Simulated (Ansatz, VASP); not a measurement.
One calculation of HfBr, two programs

```
Hf Br
1.0
     3.42171    0.00000    0.00000
     0.00000    3.42171    0.00000
     0.00000    0.00000    3.42171
Hf Br
1 1
Direct
  0.00000 0.00000 0.00000
  0.50000 0.50000 0.50000
```

Change from the starting cell: species swapped into the HoPd type (Pm-3m, No. 221).

Alike in both runs: task relaxation of cell and atoms; functional PBE; k mesh 6 × 6 × 6; occupations gaussian, width 0.1 eV; no spin polarisation.

|  | VASP | Ansatz |
| --- | --- | --- |
| version | VASP 6.6.1 | Ansatz 0.2.0 |
| potentials or method | VASP PAW PBE potentials, release 64 (Hf_pv, Br) | scalar-relativistic, plane waves, PAW |
| plane-wave cutoff (eV) | 600 | 420 |
| valence electrons in the cell | 17 | 33 |

Ansatz gave:

* gap on the k mesh at the Fermi level, each at its own relaxed structure (eV): none
* relaxed volume (Å³/atom): 20.79
* relaxed cell length with the largest relative difference (Å): 3.465
* energy change over the relaxation (meV/atom): -5

Problem. Which values does VASP return?

Solution. gap on the k mesh at the Fermi level, each at its own relaxed structure (eV): none; relaxed volume (Å³/atom): 20.57; relaxed cell length with the largest relative difference (Å): 3.452; energy change over the relaxation (meV/atom): -3.

A gap of «none» marks a metal or a gap that the smearing closes. The two sets of potentials don't hold the same shells in valence.

Caveats: an odd number of electrons without spin polarisation forces a metal; a magnetic or distorted state may lie lower. The runs have no spin-orbit coupling, so splittings on Hf are missing.
